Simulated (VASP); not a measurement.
The system is SnSe2.

```
Sn Se
1.0
     3.81927    0.00000    0.00000
    -1.90963    3.30758    0.00000
     0.00000    0.00000    6.15332
Sn Se
1 2
Direct
  0.00000 0.00000 0.00000
  0.66667 0.33333 0.74189
  0.33333 0.66667 0.25811
```

The cell is a database's computed one.

Base run:

| Quantity | Value |
| --- | --- |
| Program | VASP 6.6.1 |
| Functional | PBEsol |
| Potentials or basis | VASP PAW PBE potentials, release 64 (Sn_d, Se) |
| Cutoff | 700 eV |
| k mesh | 9 × 9 × 4 |
| Occupations | gaussian, width 0.02 eV |
| Spin | no spin polarisation |

Its results: band gap on the k mesh 0.60 eV, indirect (least direct gap 0.98 eV); pressure 0.0 GPa.

Task: The run is repeated on the same cell with these changes: cutoff from 700 eV to 520 eV; k mesh from 9 × 9 × 4 to 12 × 12 × 8. What comes out?

Result: Band gap on the k mesh 0.49 eV, indirect (least direct gap 0.98 eV); pressure 0.0 GPa.

Caveats: the PAW data sets were made with another functional, which shifts forces and pressure a little; spin-orbit coupling is left out, which moves the levels of the heavy elements; this functional lacks dispersion, which binds the layers, so the pressure and a relaxed spacing across them are unreliable; an odd mesh through Γ misses points on the zone boundary, where band edges often lie (some runs).

Not every run made on this cell is shown here.
